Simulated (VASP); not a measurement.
Zn:

```
Zn
1.0
     2.67000    0.00000    0.00000
    -1.33500    2.31229    0.00000
     0.00000    0.00000    4.96600
Zn
2
Direct
  0.33333 0.66667 0.25000
  0.66667 0.33333 0.75000
```

- Program: VASP 6.6.1
- Task: relaxation of cell and atoms
- Functional: r2SCAN
- Potentials or basis: VASP PAW PBE potentials, release 64 (Zn)
- Cutoff: 600 eV
- k mesh: 18 × 18 × 8
- Occupations: methfessel-paxton, width 0.1 eV
- Spin: no spin polarisation

At the start: pressure -4.6 GPa; volume 15.33 Å³/atom.

Q: Where does the relaxation end?

A: Over 11 steps the energy falls by 16.0 meV/atom and the volume is 14.66 Å³/atom (-4.4 %); space group P6_3/mmc (No. 194, to 0.05 Å).

Step by step:
```csv
step,energy change (eV),largest force (eV/Å),pressure (GPa),volume (Å³)
1,0.0000,0.0000,-4.57,30.66
2,-0.0312,0.0000,0.57,28.76
3,-0.0313,0.0000,0.10,28.89
4,-0.0313,0.0000,-0.05,28.92
5,-0.0313,0.0000,0.05,28.94
6,-0.0315,0.0000,-0.13,28.98
7,-0.0318,0.0000,0.18,29.06
8,-0.0319,0.0000,0.43,29.22
9,-0.0320,0.0000,0.32,29.15
10,-0.0320,0.0000,0.23,29.19
11,-0.0320,0.0000,-0.03,29.32
```

Final structure:
```xyz
2
Lattice="2.5947 0.0000 0.0000 -1.2973 2.2471 0.0000 0.0000 0.0000 5.0285" Properties=species:S:1:pos:R:3 pbc="T T T"
Zn    0.0000    1.4980    1.2571
Zn    1.2973    0.7490    3.7714
```

Caveat: the PAW data sets were made with another functional, which shifts forces and pressure a little.
